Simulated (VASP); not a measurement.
```
MgSn3
1.0
    3.28096     0.00000     0.00000
    0.00000     5.32245     0.00000
    0.00000     0.00000     5.72152
Mg Sn
1 3
Direct
  0.00000   0.50000   0.66401
  0.00000   0.00000   0.99376
  0.50000   0.00000   0.50607
  0.50000   0.50000   0.16948
```

All values below come from PBEsol GGA, VASP's PBE PAW potentials (set 64) (plane waves; VASP 6.6.1). Settings: 400 eV cut-off, 10×7×6 Γ-centred mesh, tetrahedra with Blöchl corrections, potentials Mg Sn_d.

The cores are frozen, which limits the accuracy of field gradients.

Question: Give the principal components of the electric field gradient (V/Å²) and the asymmetry η at each nucleus.

Answer: 
```tsv
atom	Vxx	Vyy	Vzz	η
Mg1	1.2	0.4	-1.6	0.54
Sn2	18.0	15.4	-33.4	0.08
Sn3	39.0	24.1	-63.1	0.24
Sn4	47.0	6.0	-52.9	0.78
```

The structure comes from a computed database's MgSn3 entry (Pmm2); how it stands against other phases isn't given here. It was relaxed first.
